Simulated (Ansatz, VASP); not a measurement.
**Two plane-wave programs on TaTe**

File INCAR:

```
  ALGO = Normal
  EDIFF = 1E-6
  ENCUT = 520
  GGA = PE
  ISIF = 2
  ISMEAR = -1
  LASPH = T
  LCHARG = F
  LREAL = F
  LWAVE = F
  NBANDS = 16
  NELM = 60
  PREC = Accurate
  SIGMA = 0.05
```

Contents of KPOINTS:

```
k-points
0
Gamma
  8 8 8
```

The input POSCAR:

```
TaTe
1.0
    3.4200900000      0.0000000000      0.0000000000
    0.0000000000      3.4200900000      0.0000000000
    0.0000000000      0.0000000000      3.4200900000
Ta Te
1 1
Direct
    0.5000000000      0.5000000000      0.5000000000
    0.0000000000      0.0000000000      0.0000000000
```

input.yaml

```yaml
crystal:
  lattice:
    - [3.42009, 0.0, 0.0]
    - [0.0, 3.42009, 0.0]
    - [0.0, 0.0, 3.42009]
  atoms:
    - { symbol: Ta, position: [0.5, 0.5, 0.5] }
    - { symbol: Te, position: [0.0, 0.0, 0.0] }
hamiltonian:
  xc: pbe
  pseudopotentials: { kind: paw }
kpoints:
  mp_grid: { grid: [8, 8, 8] }
scf:
  occupations: { method: fermi_dirac, width: 0.05 }
output:
  forces: true
  stress: true
  eigenvalues: true
  write_density: true
  write_potential: true
  elf: true
  volumetric_format: npy
```

The cell was built by a generator and needn't be a form met in nature.

Alike in both runs: task single point; functional PBE; k mesh 8 × 8 × 8; occupations fermi-dirac, width 0.05 eV; no spin polarisation.

|  | VASP | Ansatz |
| --- | --- | --- |
| version | VASP 6.6.1 | Ansatz 0.2.0 |
| potentials or method | VASP PAW PBE potentials, release 64 (Ta_pv, Te) | Ansatz PAW |
| plane-wave cutoff (eV) | 520 | 420 |
| valence electrons in the cell | 17 | 29 |

```csv
,VASP,Ansatz,Ansatz less VASP
gap on the k mesh at the Fermi level (eV),none,none,-
pressure (GPa),0.1,0.1,-0.03
```

A gap of «none» marks a metal or a gap that the smearing closes. The two sets of potentials don't hold the same shells in valence.

The runs have no spin-orbit coupling, so splittings on Ta, Te are missing.
